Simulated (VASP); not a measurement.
An input for Quantum ESPRESSO's pw.x (written as the equivalent of a VASP run, and not itself run):

```
&CONTROL
  calculation = 'scf'
  pseudo_dir = './pseudo'
  outdir = './out'
  tprnfor = .true.
  tstress = .true.
/
&SYSTEM
  ibrav = 0
  nat = 3
  ntyp = 2
  ecutwfc = 84
  occupations = 'smearing'
  smearing = 'methfessel-paxton'
  degauss = 0.00735
  input_dft = 'pbe'
/
&ELECTRONS
  conv_thr = 7.3e-08
  electron_maxstep = 100
/
ATOMIC_SPECIES
  Al 26.982 Al.upf
  Pt 195.084 Pt.upf
CELL_PARAMETERS angstrom
     0.0000000    3.0141000    3.0141000
     3.0141000    0.0000000    3.0141000
     3.0141000    3.0141000    0.0000000
ATOMIC_POSITIONS crystal
  Al   0.2500000  0.2500000  0.2500000
  Al   0.7500000  0.7500000  0.7500000
  Pt   0.0000000  0.0000000  0.0000000
K_POINTS automatic
  8 8 8 0 0 0
```

Translate this input to VASP (INCAR, KPOINTS, POSCAR, choice of POTCAR).

Several could match; the one computed here: 
### INCAR
```
SYSTEM = PtAl2
PREC = Accurate
ENCUT = 400
EDIFF = 1E-6
NELM = 100
ALGO = Fast
LREAL = .FALSE.
LASPH = .TRUE.
ISMEAR = 1
SIGMA = 0.1
GGA = PE
LMAXMIX = 6
LWAVE = .FALSE.
LCHARG = .FALSE.
ISIF = 2
```

POSCAR:
```
PtAl2
1
    0.0000000000     3.0141000000     3.0141000000
    3.0141000000     0.0000000000     3.0141000000
    3.0141000000     3.0141000000     0.0000000000
Al Pt
2 1
Direct
  0.2500000000   0.2500000000   0.2500000000
  0.7500000000   0.7500000000   0.7500000000
  0.0000000000   0.0000000000   0.0000000000
```

KPOINTS:
```
Automatic mesh
0
Gamma
8 8 8
0 0 0
```

POTCAR, in this order: Al Pt (PBE.64 set). Program: vasp_std.

Limits of the translation: the potentials are each code's own (VASP's PAW set, PseudoDojo norm-conserving files in pw.x), so ENCUT and ecutwfc are chosen apart and not converted; conv_thr bounds pw.x's estimated SCF error, while EDIFF bounds the energy change between steps.

The compound is PtAl2 in the fluorite structure. The cell was not relaxed at this level. The run is one of a series of settings (ALGO = Fast against the base run), some of them coarse on purpose.
